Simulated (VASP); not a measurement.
MnO$_{2}$ (rutile): the lattice constant c from VASP (plane waves, PAW) at several levels of theory. Static lattice.  The measured value holds thermal and zero-point effects that the static calculation lacks.

```csv
level,lattice constant c (Å),error against measurement
LDA,2.785,-3.1 %
PBE,2.876,+0.1 %
PBEsol,2.835,-1.3 %
revPBE,2.898,+0.9 %
RPBE,2.906,+1.1 %
AM05,2.828,-1.6 %
PW91,2.867,-0.2 %
PBE-D3 (zero damping),2.870,-0.1 %
PBE-D3(BJ),2.868,-0.2 %
optB88-vdW,2.864,-0.3 %
optB86b-vdW,2.854,-0.7 %
rev-vdW-DF2,2.855,-0.6 %
vdW-DF-cx,2.843,-1.0 %
```

Measured: 2.873 Å (as given by Zenji Hiroi, Progress in Solid State Chemistry (2015), arXiv:1503.02262).

The cell of the LDA run:

```
MnO2
1.0
    4.33471     0.00000     0.00000
    0.00000     4.33471     0.00000
    0.00000     0.00000     2.78496
Mn O
2 4
Direct
  0.00000   0.00000   0.00000
  0.50000   0.50000   0.50000
  0.30169   0.30169   0.00000
  0.80169   0.19831   0.50000
  0.19831   0.80169   0.50000
  0.69831   0.69831   0.00000
```
Starting moments (μB, in the order of the record's atoms Mn Mn O O O O): 2.1 -2.1 0.0 0.0 0.0 0.0.

Only levels that ran to the end are used. Left out are those held back, those with too coarse a band path, GW runs whose mesh misses a band edge, hybrids' fits of cells that aren't cubic and levels without matching references; a question may draw on a part of the rest.

The compound is MnO2 in the rutile structure.
